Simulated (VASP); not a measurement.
A run of VASP 6.6.1 is set up as follows.

Contents of INCAR:

```
SYSTEM = Al3Si2F
PREC = Accurate
ENCUT = 520
EDIFF = 1E-6
ISMEAR = 0
SIGMA = 0.1
LREAL = .False.
LASPH = .True.
NELM = 120
ALGO = Normal
ISIF = 3
LWAVE = .False.
LCHARG = .False.
GGA = PE
IBRION = 2
NSW = 90
EDIFFG = -0.01
KPAR = 8
```

The input KPOINTS:

```
regular mesh
0
Gamma
  10 10 10
  0 0 0
```

Contents of POSCAR:

```
Al3Si2F
1.0
   -2.0990000000      5.8120000000      2.4130000000
    2.0990000000     -5.8120000000      2.4130000000
    2.0990000000      5.8120000000     -2.4130000000
Al Si F
3 2 1
Direct
    0.6122863300      0.7648155800      0.8474707500
    0.9173448300      0.7648155800      0.1525292500
    0.2113551600      0.7113551600      0.5000000000
    0.3499120400      0.0138831300      0.3360289100
    0.6778542300      0.0138831300      0.6639710900
    0.9813510200      0.9813510200      0.0000000000
```

Potentials or basis: VASP PAW PBE potentials, release 64 (Al, Si, F).

The run is started by

```console
$ cat potpaw_PBE.64/Al/POTCAR potpaw_PBE.64/Si/POTCAR potpaw_PBE.64/F/POTCAR > POTCAR
$ mpirun -np 8 vasp_std > vasp.out
```

**Question.** Estimate the band gap on the k mesh.

**Answer.** None (metal or under the smearing width).

**Question.** Predict the relaxed volume.

**Answer.** 17.70 Å³/atom.

**Question.** What does it give for the relaxed cell?

**Answer.** a = 6.605 Å, b = 6.605 Å, c = 6.605 Å, α = 140.19°, β = 54.34°, γ = 144.58°.

**Question.** Estimate the space group after relaxing (to 0.05 Å).

**Answer.** Imm2 (No. 44).

Final structure:
```yaml
crystal:
  lattice:
    - [-2.24888, 5.87614, 2.00930]
    - [2.24888, -5.87614, 2.00930]
    - [2.24888, 5.87614, -2.00930]
  atoms:
    - { symbol: Al, position: [0.63280, 0.79745, 0.83534] }
    - { symbol: Al, position: [0.96211, 0.79745, 0.16466] }
    - { symbol: Al, position: [0.05895, 0.55895, 0.50000] }
    - { symbol: Si, position: [0.39847, 0.03743, 0.36104] }
    - { symbol: Si, position: [0.67638, 0.03743, 0.63896] }
    - { symbol: F, position: [0.02140, 0.02140, 0.00000] }
```
